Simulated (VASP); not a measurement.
An input for Quantum ESPRESSO's pw.x (written as the equivalent of a VASP run, and not itself run):

```
&CONTROL
  calculation = 'vc-relax'
  pseudo_dir = './pseudo'
  outdir = './out'
  tprnfor = .true.
  tstress = .true.
  nstep = 60
  forc_conv_thr = 0.00078
/
&SYSTEM
  ibrav = 0
  nat = 3
  ntyp = 2
  ecutwfc = 84
  occupations = 'smearing'
  smearing = 'gaussian'
  degauss = 0.003675
  input_dft = 'pbe'
  vdw_corr = 'grimme-d3'
  dftd3_version = 3
  dftd3_threebody = .false.
/
&ELECTRONS
  conv_thr = 7.3e-08
  electron_maxstep = 100
/
&IONS
/
&CELL
/
ATOMIC_SPECIES
  Mg 24.305 Mg.upf
  I 126.904 I.upf
CELL_PARAMETERS angstrom
     2.0838832   -3.6093912   -0.0000000
     2.0838832    3.6093912   -0.0000000
     0.0000000   -0.0000000    6.9086947
ATOMIC_POSITIONS crystal
  Mg   1.0000000  0.0000000  0.0000000
  I    0.3333330  0.6666670  0.2426711
  I    0.6666670  0.3333330  0.7573289
K_POINTS automatic
  6 6 3 0 0 0
```

Task: Translate this input to VASP (INCAR, KPOINTS, POSCAR, choice of POTCAR).

Result: One answer among several that fit: 
### KPOINTS
```
Automatic mesh
0
Gamma
6 6 3
0 0 0
```

### INCAR
```
SYSTEM = MgI2
PREC = Accurate
ENCUT = 520
EDIFF = 1E-6
NELM = 100
ALGO = Normal
LREAL = .FALSE.
LASPH = .TRUE.
ISMEAR = 0
SIGMA = 0.05
GGA = PE
IVDW = 11
LMAXMIX = 4
LWAVE = .FALSE.
LCHARG = .FALSE.
IBRION = 2
ISIF = 3
NSW = 60
EDIFFG = -0.02
```

File POSCAR:
```
MgI2
1
    2.0838832101    -3.6093911658    -0.0000000000
    2.0838832101     3.6093911658    -0.0000000000
    0.0000000000    -0.0000000000     6.9086947391
Mg I
1 2
Direct
  1.0000000000   0.0000000000   0.0000000000
  0.3333330000   0.6666670000   0.2426711357
  0.6666670000   0.3333330000   0.7573288643
```

POTCAR, in this order: Mg I (PBE.64 set). Program: vasp_std.

The two are equivalent in intent, not identical: the potentials are each code's own (VASP's PAW set, PseudoDojo norm-conserving files in pw.x), so ENCUT and ecutwfc are chosen apart and not converted; conv_thr bounds pw.x's estimated SCF error, while EDIFF bounds the energy change between steps; forc_conv_thr acts on force components and is met together with etot_conv_thr.

The compound is MgI2 in the 1T layered structure. This run relaxes it. Symmetry was kept, so distortions that lower it aren't found. The start is the result of an earlier pass.
